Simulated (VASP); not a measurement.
Input:

```
AlGaSb2
1.0
    2.15391     1.24356     7.02005
   -2.15391     1.24356     7.02005
    0.00000    -2.48713     7.02005
Al Ga Sb
1 1 2
Direct
  0.99979   0.99979   0.99979
  0.50000   0.50000   0.50000
  0.12562   0.12562   0.12562
  0.62461   0.62461   0.62461
```

Calculation: LDA (Ceperley-Alder, Perdew-Zunger), VASP's LDA PAW potentials (set 64) (plane waves; VASP 6.6.1). Numerical set-up: 400 eV cut-off, 7×7×7 Γ-centred mesh, tetrahedra with Blöchl corrections, potentials Al Ga_d Sb.

Unless said otherwise, spin-orbit coupling is left out, though it shifts the bands of the heavy elements here.

Estimate the energy per atom (σ→0), band gap (on the k-mesh) with the smallest direct gap where there is one.

```
Item                                          Value
-----------------------------------  --------------
band gap (on the k-mesh)                    0.32 eV
smallest direct gap (on the k-mesh)         0.32 eV
energy per atom (σ→0)                -4483 meV/atom
```

The structure comes from a computed database's AlGaSb2 entry (R3m); how it stands against other phases isn't given here. It was relaxed first.
